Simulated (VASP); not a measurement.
```
Rh
1.0
    0.00000     1.90000     1.90000
    1.90000     0.00000     1.90000
    1.90000     1.90000     0.00000
Rh
1
Direct
  0.00000   0.00000   0.00000
```

Computed with PBE GGA, VASP's PBE PAW potentials (set 64) (plane waves; VASP). Settings: 400 eV cut-off, 15×15×15 Γ-centred mesh, first-order Methfessel-Paxton smearing of 0.10 eV, potentials Rh_pv.

Problem. Estimate the energy per atom (σ→0), pressure, band gap (on the k-mesh) with the smallest direct gap where there is one.

Solution. 
The band gap (on the k-mesh) is none (metal, semimetal or under 0.01 eV) and the energy per atom (σ→0) comes out as -7.250 eV/atom. The pressure is 5.05 GPa.

Only differences to runs with the same potentials and settings are physical.

The compound is Rh in the fcc structure. The cell was not relaxed at this level.
